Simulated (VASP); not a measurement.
# Converging a slab model of Ta(111), part 5 of 6

Wanted: the error that each setting leaves in the work function or ionisation potential of Ta(111).

VASP 6.6.1, plane waves and PAW; the level of theory is named at each step.

So far, highest filled level below the vacuum (eV): step 2 (the base run) 3.48; step 11 (a lower cutoff, ENCUT 210) 3.48; step 12 (a lower cutoff, ENCUT 280) 3.48; step 13 (another smearing width, SIGMA 0.02) 3.47; step 14 (another smearing width, SIGMA 0.4) 3.49.

## 16. Another level, functional LDA, disp none

This step: LDA; plane waves and PAW (Ta) (VASP 6.6.1).

Beside the numerical settings stands the choice of exchange and correlation.

INCAR

```
SYSTEM = Ta
PREC = Normal
ENCUT = 350
EDIFF = 1E-06
NELM = 120
ISMEAR = 1
SIGMA = 0.1
LREAL = .FALSE.
ALGO = Normal
GGA = CA
NBANDS = 38
LASPH = .TRUE.
LORBIT = 11
LWAVE = .FALSE.
LCHARG = .FALSE.
KPAR = 4
IDIPOL = 3
LDIPOL = .TRUE.
DIPOL = 0.5 0.5 0.5
LVHAR = .TRUE.
LVACPOTAV = .TRUE.
```

POSCAR

```
Ta
1.0
    4.6810468915      0.0000000000      0.0000000000
    2.3405234457      4.0539055243      0.0000000000
    0.0000000000      0.0000000000     27.5551469551
Ta
11
Direct
    0.6666666667      0.6666666667      0.3266177464
    0.0000000000      0.0000000000      0.3612941971
    0.3333333333      0.3333333333      0.3959706478
    0.6666666667      0.6666666667      0.4306470986
    0.0000000000      0.0000000000      0.4653235493
    0.3333333333      0.3333333333      0.5000000000
    0.6666666667      0.6666666667      0.5346764507
    0.0000000000      0.0000000000      0.5693529014
    0.3333333333      0.3333333333      0.6040293522
    0.6666666667      0.6666666667      0.6387058029
    0.0000000000      0.0000000000      0.6733822536
```

KPOINTS

```
Automatic mesh
0
Gamma
6 6 1
0 0 0
```

The projector-augmented-wave data sets are Ta (PBE family, release 64).

The run is started by

```console
$ mpirun -np 4 vasp_std
```

The log of the run:

```text
[banner, memory and clock lines left out]
running    4 mpi-ranks, on    1 nodes
 distrk:  each k-point on    1 cores,    4 groups
 distr:  one band on    1 cores,    1 groups

 POSCAR found type information on POSCAR Ta
 POSCAR found :  1 types and      11 ions
|                                                                             |
|               ----> ADVICE to this user running VASP <----                  |
|                                                                             |
|     You enforced a specific xc type in the INCAR file but a different       |
|     [... a line on the potential file left out ...]
|     I HOPE YOU KNOW WHAT YOU ARE DOING!                                     |
|                                                                             |

 LDA part: xc-table for (Slater(with rela. corr.)+CA(PZ))
 , standard interpolation
 POSCAR, INCAR and KPOINTS ok, starting setup
 FFT: planning ... GRIDC
 FFT: planning ... GRID_SOFT
 FFT: planning ... GRID
 WAVECAR not read
 entering main loop
       N       E                     dE             d eps       ncg     rms          rms(c)
DAV:   1     0.173372919607E+03    0.17337E+03   -0.15252E+04   532   0.802E+02
DAV:   2    -0.109417034076E+03   -0.28279E+03   -0.26576E+03   754   0.166E+02
DAV:   3    -0.144568773153E+03   -0.35152E+02   -0.33515E+02   678   0.615E+01
DAV:   4    -0.147253439098E+03   -0.26847E+01   -0.26390E+01   880   0.154E+01
DAV:   5    -0.147315015129E+03   -0.61576E-01   -0.61201E-01   816   0.258E+00    0.448E+01
DAV:   6    -0.174611651200E+03   -0.27297E+02   -0.31985E+02  1018   0.383E+01    0.304E+01
DAV:   7    -0.155081521602E+03    0.19530E+02   -0.64476E+02  1002   0.674E+01    0.273E+01
DAV:   8    -0.143651694508E+03    0.11430E+02   -0.14244E+02   824   0.348E+01    0.128E+01
DAV:   9    -0.136669272631E+03    0.69824E+01   -0.25949E+01   858   0.133E+01    0.815E+00
DAV:  10    -0.134862665049E+03    0.18066E+01   -0.30503E+00   920   0.455E+00    0.588E+00
DAV:  11    -0.135062277424E+03   -0.19961E+00   -0.22757E-01   760   0.148E+00    0.612E+00
DAV:  12    -0.134715786508E+03    0.34649E+00   -0.86238E-02   872   0.714E-01    0.561E+00
DAV:  13    -0.133181426693E+03    0.15344E+01   -0.54039E+00   816   0.479E+00    0.190E+00
DAV:  14    -0.133218854673E+03   -0.37428E-01   -0.43559E-01   770   0.173E+00    0.193E+00
DAV:  15    -0.133178978956E+03    0.39876E-01   -0.71668E-02   712   0.760E-01    0.117E+00
DAV:  16    -0.133149092381E+03    0.29887E-01   -0.72012E-02   728   0.697E-01    0.385E-01
DAV:  17    -0.133149094939E+03   -0.25584E-05   -0.19239E-02   800   0.373E-01    0.274E-01
DAV:  18    -0.133151039671E+03   -0.19447E-02   -0.92599E-03   712   0.280E-01    0.235E-01
DAV:  19    -0.133149330787E+03    0.17089E-02   -0.35174E-03   664   0.157E-01    0.185E-01
DAV:  20    -0.133149159576E+03    0.17121E-03   -0.36579E-03   840   0.147E-01    0.852E-02
DAV:  21    -0.133149386456E+03   -0.22688E-03   -0.97803E-04   760   0.852E-02    0.590E-02
DAV:  22    -0.133150349697E+03   -0.96324E-03   -0.39478E-04   784   0.542E-02    0.561E-02
DAV:  23    -0.133150541747E+03   -0.19205E-03   -0.58283E-04   760   0.544E-02    0.253E-02
DAV:  24    -0.133150956264E+03   -0.41452E-03   -0.22292E-04   736   0.345E-02    0.332E-02
DAV:  25    -0.133151095989E+03   -0.13973E-03   -0.49080E-05   664   0.191E-02    0.144E-02
DAV:  26    -0.133151165581E+03   -0.69592E-04   -0.19414E-05   800   0.101E-02    0.680E-03
DAV:  27    -0.133151232648E+03   -0.67067E-04   -0.14123E-05   632   0.854E-03    0.466E-03
DAV:  28    -0.133151252780E+03   -0.20132E-04   -0.41100E-06   600   0.511E-03    0.576E-03
DAV:  29    -0.133151260889E+03   -0.81097E-05   -0.43589E-06   552   0.515E-03    0.172E-03
DAV:  30    -0.133151264489E+03   -0.35993E-05   -0.62016E-07   464   0.241E-03    0.119E-03
DAV:  31    -0.133151273146E+03   -0.86570E-05   -0.84325E-07   456   0.276E-03    0.218E-03
DAV:  32    -0.133151278285E+03   -0.51390E-05   -0.41534E-07   440   0.172E-03    0.941E-04
DAV:  33    -0.133151280941E+03   -0.26561E-05   -0.38569E-07   432   0.160E-03    0.104E-03
DAV:  34    -0.133151282574E+03   -0.16331E-05   -0.26285E-07   440   0.141E-03    0.402E-04
DAV:  35    -0.133151283063E+03   -0.48971E-06   -0.69108E-08   400   0.734E-04
 [... a notice as in an earlier step ...]

   1 F= -.13315128E+03 E0= -.13314781E+03  d E =-.104308E-01
```

Wall time 73 s (4 MPI ranks of Intel Xeon Platinum 8488C (Sapphire Rapids), shared host); peak memory 1 GiB; 4.8 min of CPU time.

From OUTCAR (step 16):

```text
   NELECT =      55.0000    total number of electrons

 E-fermi :  -0.1532

 k-point     1 :       0.0000    0.0000    0.0000
  band No.  band energies     occupation
    ...
     26      -0.5504      2.00000
     27      -0.5504      2.00000
     28      -0.2735      2.07077
     29      -0.2735      2.07077
     30      -0.1559      1.04508
     31       0.0244     -0.03075
     32       0.2793     -0.00000
     33       0.2793     -0.00000
     34       1.1826     -0.00000
     35       1.4597     -0.00000
    ...

  Total      -22.4276842    -22.4276842    -22.1718846      0.0000000      0.0000000      0.0000000
  in kB      -68.7188161    -68.7188161    -67.9350414      0.0000000      0.0000000      0.0000000
  external PRESSURE =     -68.4575579 kB  Pullay stress =       0.0000000 kB

 POSITION                                       TOTAL-FORCE (eV/Angst)
 -----------------------------------------------------------------------------------
      4.68105      2.70260      9.00000         0.000000      0.000000      2.872070
      0.00000      0.00000      9.95551         0.000000      0.000000      0.500948
      2.34052      1.35130     10.91103         0.000000     -0.000000     -0.897743
      4.68105      2.70260     11.86654         0.000000     -0.000000     -0.792143
      0.00000      0.00000     12.82206         0.000000     -0.000000     -0.584975
      2.34052      1.35130     13.77757        -0.000000      0.000000      0.000000
      4.68105      2.70260     14.73309        -0.000000      0.000000      0.584975
      0.00000      0.00000     15.68860        -0.000000      0.000000      0.792143
      2.34052      1.35130     16.64412         0.000000      0.000000      0.897743
      4.68105      2.70260     17.59963        -0.000000     -0.000000     -0.500948
      0.00000      0.00000     18.55515        -0.000000     -0.000000     -2.872070
 -----------------------------------------------------------------------------------
    total drift:                               -0.000000     -0.000000     -0.000000

  FREE ENERGIE OF THE ION-ELECTRON SYSTEM (eV)
  ---------------------------------------------------
  free  energy   TOTEN  =      -133.1512830634 eV

  energy  without entropy=     -133.1408522513  energy(sigma->0) =     -133.14780613

 vacuum level on the upper side and lower side of the slab         3.600         3.600

[... 10 parts as in an earlier step ...]

[... 8 further parts left out ...]
```

The PAW data sets were made with PBE, though LDA sets exist; this is a small mismatch.

Numbers from this step:

```
electronic cycles                          : 35
free energy (TOTEN)                        : -133.1513 eV
energy at zero smearing                    : -133.1478 eV
Fermi energy                               : -0.1532 eV
vacuum levels                              : 3.6, 3.6 eV
work functions of the upper and lower face : 3.753, 3.753 eV
highest filled level below the vacuum      : 3.753 eV
```

Force by atom:

```csv
atom,x (eV/Å),y (eV/Å),z (eV/Å),size
Ta1,0.00,0.00,2.87,2.87
Ta2,0.00,0.00,0.50,0.50
Ta3,0.00,0.00,-0.90,0.90
Ta4,0.00,0.00,-0.79,0.79
Ta5,0.00,0.00,-0.58,0.58
Ta6,0.00,0.00,0.00,0.00
Ta7,0.00,0.00,0.58,0.58
Ta8,0.00,0.00,0.79,0.79
Ta9,0.00,0.00,0.90,0.90
Ta10,0.00,0.00,-0.50,0.50
Ta11,0.00,0.00,-2.87,2.87
```

Against the base run its depth below the vacuum changes by +0.28 eV.

## 17. Another level, functional PBEsol, disp none

This step: PBEsol; plane waves and PAW (Ta) (VASP 6.6.1).

INCAR: that of step 16 with these lines changed.

```diff
@@ -9,3 +9,3 @@
 ALGO = Normal
-GGA = CA
+GGA = PS
 NBANDS = 38
```

POSCAR is that of step 16.

KPOINTS is that of step 16.

The run is started by

```console
$ mpirun -np 4 vasp_std
```

The log of the run:

```text
[banner, memory and clock lines left out]
running    4 mpi-ranks, on    1 nodes
[...]
[... a notice as in an earlier step ...]

 LDA part: xc-table for (Slater+PW92), standard interpolation
 POSCAR, INCAR and KPOINTS ok, starting setup
[...]
entering main loop
       N       E                     dE             d eps       ncg     rms          rms(c)
DAV:   1     0.174891673083E+03    0.17489E+03   -0.15238E+04   532   0.802E+02
DAV:   2    -0.106782207432E+03   -0.28167E+03   -0.26483E+03   754   0.165E+02
DAV:   3    -0.141701463965E+03   -0.34919E+02   -0.33284E+02   690   0.611E+01
DAV:   4    -0.144324782211E+03   -0.26233E+01   -0.25815E+01   866   0.152E+01
[...]
DAV:  33    -0.130306013417E+03   -0.21429E-05   -0.15085E-07   424   0.107E-03    0.607E-04
DAV:  34    -0.130306015824E+03   -0.24069E-05   -0.23467E-07   448   0.113E-03    0.305E-04
DAV:  35    -0.130306016087E+03   -0.26351E-06   -0.60858E-08   392   0.656E-04
 [... a notice as in an earlier step ...]

   1 F= -.13030602E+03 E0= -.13030321E+03  d E =-.840766E-02
```

It took 88 s on 4 MPI ranks; peak memory 1.2 GiB; 5.8 min of CPU time.

OUTCAR, selected parts (step 17):

```text
  Total      -18.6311390    -18.6311390    -18.9236362      0.0000000     -0.0000000      0.0000000
  in kB      -57.0861354    -57.0861354    -57.9823519      0.0000000     -0.0000000      0.0000000
  external PRESSURE =     -57.3848742 kB  Pullay stress =       0.0000000 kB

 POSITION                                       TOTAL-FORCE (eV/Angst)
 -----------------------------------------------------------------------------------
      4.68105      2.70260      9.00000        -0.000000     -0.000000      2.625501
      0.00000      0.00000      9.95551        -0.000000     -0.000000      0.434965
      2.34052      1.35130     10.91103        -0.000000      0.000000     -0.987731
      4.68105      2.70260     11.86654         0.000000      0.000000     -0.791769
      0.00000      0.00000     12.82206         0.000000     -0.000000     -0.566824
      2.34052      1.35130     13.77757         0.000000     -0.000000      0.000000
      4.68105      2.70260     14.73309        -0.000000      0.000000      0.566824
      0.00000      0.00000     15.68860         0.000000     -0.000000      0.791769
      2.34052      1.35130     16.64412         0.000000     -0.000000      0.987731
      4.68105      2.70260     17.59963         0.000000     -0.000000     -0.434965
      0.00000      0.00000     18.55515         0.000000      0.000000     -2.625501
 -----------------------------------------------------------------------------------
    total drift:                               -0.000000     -0.000000     -0.000000

  FREE ENERGIE OF THE ION-ELECTRON SYSTEM (eV)
  ---------------------------------------------------
  free  energy   TOTEN  =      -130.3060160872 eV

  energy  without entropy=     -130.2976084321  energy(sigma->0) =     -130.30321354

[... 2 parts as in an earlier step ...]

[... 1 further part left out ...]
[key lines of the parts left out:]
E-fermi :   0.0143
```

The PAW data sets were made with PBE, which is usual practice but a small mismatch for other functionals.

Against the base run its depth below the vacuum changes by +0.08 eV.

## 18. Another level, functional RPBE, disp none

This step: RPBE; plane waves and PAW (Ta) (VASP 6.6.1).

INCAR: that of step 17 with these lines changed.

```diff
@@ -9,3 +9,3 @@
 ALGO = Normal
-GGA = PS
+GGA = RP
 NBANDS = 38
```

POSCAR is that of step 17.

KPOINTS is that of step 17.

The run is started by

```console
$ mpirun -np 4 vasp_std
```

The log of the run:

```text
[... set-up lines as in an earlier step ...]
 entering main loop
       N       E                     dE             d eps       ncg     rms          rms(c)
DAV:   1     0.185215247185E+03    0.18522E+03   -0.15187E+04   532   0.801E+02
DAV:   2    -0.933668552717E+02   -0.27858E+03   -0.26123E+03   760   0.163E+02
DAV:   3    -0.128248447658E+03   -0.34882E+02   -0.33277E+02   674   0.612E+01
DAV:   4    -0.130998370788E+03   -0.27499E+01   -0.27039E+01   888   0.153E+01
[...]
DAV:  32    -0.117966407872E+03   -0.55640E-05   -0.40524E-07   472   0.133E-03    0.310E-04
DAV:  33    -0.117966408992E+03   -0.11199E-05   -0.12347E-07   432   0.911E-04    0.515E-04
DAV:  34    -0.117966409718E+03   -0.72633E-06   -0.91720E-08   432   0.684E-04
 [... a notice as in an earlier step ...]

   1 F= -.11796641E+03 E0= -.11796403E+03  d E =-.714058E-02
```

Wall time 85 s (4 MPI ranks); peak memory 1.2 GiB; 5.6 min of CPU time.

Parts of OUTCAR (step 18):

```text
  Total       -7.1192089     -7.1192089     -9.2656180      0.0000000      0.0000000     -0.0000000
  in kB      -21.8133803    -21.8133803    -28.3900154      0.0000000      0.0000000     -0.0000000
  external PRESSURE =     -24.0055920 kB  Pullay stress =       0.0000000 kB

 POSITION                                       TOTAL-FORCE (eV/Angst)
 -----------------------------------------------------------------------------------
      4.68105      2.70260      9.00000        -0.000000     -0.000000      1.968628
      0.00000      0.00000      9.95551         0.000000      0.000000      0.117070
      2.34052      1.35130     10.91103        -0.000000      0.000000     -1.171964
      4.68105      2.70260     11.86654        -0.000000     -0.000000     -0.794915
      0.00000      0.00000     12.82206         0.000000      0.000000     -0.553007
      2.34052      1.35130     13.77757        -0.000000      0.000000      0.000000
      4.68105      2.70260     14.73309        -0.000000      0.000000      0.553007
      0.00000      0.00000     15.68860         0.000000     -0.000000      0.794915
      2.34052      1.35130     16.64412        -0.000000     -0.000000      1.171964
      4.68105      2.70260     17.59963        -0.000000     -0.000000     -0.117070
      0.00000      0.00000     18.55515         0.000000      0.000000     -1.968628
 -----------------------------------------------------------------------------------
    total drift:                               -0.000000     -0.000000     -0.000000

  FREE ENERGIE OF THE ION-ELECTRON SYSTEM (eV)
  ---------------------------------------------------
  free  energy   TOTEN  =      -117.9664097184 eV

  energy  without entropy=     -117.9592691363  energy(sigma->0) =     -117.96402952

[... 2 parts as in an earlier step ...]

[... 1 further part left out ...]
[key lines of the parts left out:]
E-fermi :   0.2473
```

Against the base run its depth below the vacuum changes by -0.15 eV.

## 19. Another level, functional optB88-vdW, disp nonlocal

This step: optB88-vdW; plane waves and PAW (Ta) (VASP 6.6.1).

INCAR: that of step 18 with these lines changed.

```diff
@@ -9,5 +9,9 @@
 ALGO = Normal
-GGA = RP
+GGA = BO
+AGGAC = 0
+LUSE_VDW = .TRUE.
+PARAM1 = 0.1833333333
+PARAM2 = 0.22
+LASPH = .TRUE.
 NBANDS = 38
-LASPH = .TRUE.
 LORBIT = 11
```

POSCAR is that of step 18.

KPOINTS is that of step 18.

The run is started by

```console
$ mpirun -np 4 vasp_std
```

The log of the run:

```text
[banner, memory and clock lines left out]
running    4 mpi-ranks, on    1 nodes
[...]
|                                                                             |
|               ----> ADVICE to this user running VASP <----                  |
|                                                                             |
|     You have switched on vdW-DFT.                                           |
|     This routine was written and supplied by Jiri Klimes. We recommend      |
|     that you carefully read and cite the following publications:            |
|       J. Klimes, D.R. Bowler, A. Michelides                                 |
|          J. Phys.: Cond Matt. 22 022201 (2010)                              |
|       J. Klimes, D.R. Bowler, A. Michelides                                 |
|          Phys. Rev. B. 83, 195131 (2011)                                    |
|     and references therein.                                                 |
|                                                                             |

 [... a notice as in an earlier step ...]

 LDA part: xc-table for (Slater+PW92), standard interpolation
 POSCAR, INCAR and KPOINTS ok, starting setup
[...]
entering main loop
       N       E                     dE             d eps       ncg     rms          rms(c)
DAV:   1     0.206098235204E+03    0.20610E+03   -0.15112E+04   532   0.801E+02
DAV:   2    -0.702310345908E+02   -0.27633E+03   -0.25987E+03   776   0.161E+02
DAV:   3    -0.105209397651E+03   -0.34978E+02   -0.33601E+02   666   0.612E+01
DAV:   4    -0.107992946462E+03   -0.27835E+01   -0.27384E+01   866   0.153E+01
[...]
DAV:  37    -0.955465795090E+02    0.12190E-05   -0.34467E-06   472   0.107E-02    0.636E-04
DAV:  38    -0.955465777882E+02    0.17208E-05   -0.20172E-06   452   0.860E-03    0.437E-04
DAV:  39    -0.955465787864E+02   -0.99826E-06   -0.45615E-06   484   0.128E-02
 [... a notice as in an earlier step ...]

   1 F= -.95546579E+02 E0= -.95543172E+02  d E =-.102200E-01
```

Wall time 7.9 min (4 MPI ranks); peak memory 2.7 GiB; 31 min of CPU time.

OUTCAR, selected parts (step 19):

```text
  Total      -11.5488439    -11.5488439    -12.5283098      0.0000000     -0.0000000     -0.0000000
  in kB      -35.3858595    -35.3858595    -38.3869599      0.0000000     -0.0000000     -0.0000000
  external PRESSURE =     -36.3862263 kB  Pullay stress =       0.0000000 kB

 POSITION                                       TOTAL-FORCE (eV/Angst)
 -----------------------------------------------------------------------------------
      4.68105      2.70260      9.00000         0.000000      0.000000      2.196290
      0.00000      0.00000      9.95551         0.000000      0.000000      0.151362
      2.34052      1.35130     10.91103         0.000000     -0.000000     -1.018572
      4.68105      2.70260     11.86654         0.000000      0.000000     -0.761042
      0.00000      0.00000     12.82206         0.000000      0.000000     -0.565967
      2.34052      1.35130     13.77757         0.000000     -0.000000      0.000000
      4.68105      2.70260     14.73309        -0.000000     -0.000000      0.565967
      0.00000      0.00000     15.68860        -0.000000     -0.000000      0.761042
      2.34052      1.35130     16.64412        -0.000000     -0.000000      1.018572
      4.68105      2.70260     17.59963         0.000000     -0.000000     -0.151362
      0.00000      0.00000     18.55515        -0.000000     -0.000000     -2.196290
 -----------------------------------------------------------------------------------
    total drift:                               -0.000000     -0.000000      0.000000

  FREE ENERGIE OF THE ION-ELECTRON SYSTEM (eV)
  ---------------------------------------------------
  free  energy   TOTEN  =       -95.5465787864 eV

  energy  without entropy=      -95.5363587800  energy(sigma->0) =      -95.54317212

[... 2 parts as in an earlier step ...]

[... 1 further part left out ...]
[key lines of the parts left out:]
E-fermi :  -0.0725
```

Against the base run its depth below the vacuum changes by +0.30 eV.

(Continued in part 6 of 6.)

[Lines on the potential files, build, host, timing and source positions are cut from VASP's logs without a mark.]

[Logs are printed without paths, hosts, clocks, repeated set-up lines and the standing remarks that a program may print on its own settings, such as how far it seeks lower states.]

[Hosts, paths, dates, database ids (printed as entryN), source tags and the programs' standing remarks are cut or masked in the printed files.]

[In band tables of VASP the shares of atoms and orbitals are scaled to a sum of 1 inside the atoms' spheres.]

[Runs that stopped without an error message from VASP are left out.]
